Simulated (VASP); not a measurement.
```
NaI
1.0
    0.00000     3.23500     3.23500
    3.23500     0.00000     3.23500
    3.23500     3.23500     0.00000
Na I
1 1
Direct
  0.00000   0.00000   0.00000
  0.50000   0.50000   0.50000
```

Method: G0W0 on PBE orbitals, VASP's PBE PAW potentials (set 64) (plane waves; VASP). Settings: PREC = Normal, 500 eV cut-off, 6×6×6 Γ-centred mesh, Gaussian smearing of 0.010 eV, potentials Na_sv_GW I_GW.

The mesh is coarse and the basis finite, so the quasiparticle values are not converged.

NBANDS = 120, ENCUTGW = 180 eV, NOMEGA = 64. The PBE levels (eV) that the step starts from are:

```tsv
state	KS energy	filling
k1 (0.00, 0.00, 0.00), band 5	-10.23	2
k1 (0.00, 0.00, 0.00), band 6	0.79	2
k1 (0.00, 0.00, 0.00), band 7	0.79	2
k1 (0.00, 0.00, 0.00), band 8	0.79	2
k1 (0.00, 0.00, 0.00), band 9	4.43	0
k1 (0.00, 0.00, 0.00), band 10	8.75	0
k1 (0.00, 0.00, 0.00), band 11	8.75	0
k1 (0.00, 0.00, 0.00), band 12	8.75	0
k2 (0.17, 0.00, 0.00), band 5	-10.16	2
k2 (0.17, 0.00, 0.00), band 6	0.05	2
k2 (0.17, 0.00, 0.00), band 7	0.71	2
k2 (0.17, 0.00, 0.00), band 8	0.71	2
k2 (0.17, 0.00, 0.00), band 9	5.24	0
k2 (0.17, 0.00, 0.00), band 10	8.25	0
k2 (0.17, 0.00, 0.00), band 11	8.94	0
k2 (0.17, 0.00, 0.00), band 12	8.94	0
k10 (0.33, 0.33, 0.00), band 5	-9.94	2
k10 (0.33, 0.33, 0.00), band 6	-0.81	2
k10 (0.33, 0.33, 0.00), band 7	0.20	2
k10 (0.33, 0.33, 0.00), band 8	0.20	2
k10 (0.33, 0.33, 0.00), band 9	5.85	0
k10 (0.33, 0.33, 0.00), band 10	6.71	0
k10 (0.33, 0.33, 0.00), band 11	9.02	0
k10 (0.33, 0.33, 0.00), band 12	10.82	0
```

Give the quasiparticle energies and renormalisation factors Z.

```csv
state,QP energy (eV),Z
"k1 (0.00, 0.00, 0.00), band 5",-11.46,0.73
"k1 (0.00, 0.00, 0.00), band 6",-0.59,0.79
"k1 (0.00, 0.00, 0.00), band 7",-0.59,0.79
"k1 (0.00, 0.00, 0.00), band 8",-0.59,0.79
"k1 (0.00, 0.00, 0.00), band 9",5.11,0.82
"k1 (0.00, 0.00, 0.00), band 10",9.40,0.81
"k1 (0.00, 0.00, 0.00), band 11",9.40,0.81
"k1 (0.00, 0.00, 0.00), band 12",9.40,0.81
"k2 (0.17, 0.00, 0.00), band 5",-11.38,0.73
"k2 (0.17, 0.00, 0.00), band 6",-1.36,0.78
"k2 (0.17, 0.00, 0.00), band 7",-0.68,0.79
"k2 (0.17, 0.00, 0.00), band 8",-0.68,0.79
"k2 (0.17, 0.00, 0.00), band 9",5.93,0.82
"k2 (0.17, 0.00, 0.00), band 10",8.86,0.81
"k2 (0.17, 0.00, 0.00), band 11",9.63,0.81
"k2 (0.17, 0.00, 0.00), band 12",9.63,0.81
"k10 (0.33, 0.33, 0.00), band 5",-11.11,0.73
"k10 (0.33, 0.33, 0.00), band 6",-2.36,0.77
"k10 (0.33, 0.33, 0.00), band 7",-1.24,0.78
"k10 (0.33, 0.33, 0.00), band 8",-1.24,0.78
"k10 (0.33, 0.33, 0.00), band 9",6.65,0.82
"k10 (0.33, 0.33, 0.00), band 10",7.20,0.82
"k10 (0.33, 0.33, 0.00), band 11",9.76,0.79
"k10 (0.33, 0.33, 0.00), band 12",11.59,0.79
```
On the mesh the gap opens from 3.64 to 5.70 eV.

The compound is NaI in the rock salt structure. The cell was not relaxed at this level.
